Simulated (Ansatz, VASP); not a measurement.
# One calculation of ZnAg, two programs

```xyz
2
Lattice="3.1133 0.0000 0.0000 0.0000 3.1133 0.0000 0.0000 0.0000 3.1133" Properties=species:S:1:pos:R:3 pbc="T T T"
Zn    1.5567    1.5567    1.5567
Ag    0.0000    0.0000    0.0000
```

Change from the starting cell: volume scaled by 0.96.

Alike in both runs: task single point; functional LDA; k mesh 12 × 12 × 12; occupations fermi-dirac, width 0.03 eV; no spin polarisation.

|  | VASP | Ansatz |
| --- | --- | --- |
| version | VASP 6.6.1 | Ansatz 0.2.0 |
| potentials or method | VASP PAW LDA potentials, release 64 (Zn, Ag), cutoff 520 eV | all-electron LAPW, scalar-relativistic |

|  | VASP | Ansatz | Ansatz less VASP |
| --- | --- | --- | --- |
| pressure (GPa) | -3.6 | -4.1 | -0.48 |

Ansatz ran all-electron here, so the differences hold the error of VASP's frozen core and of both bases.
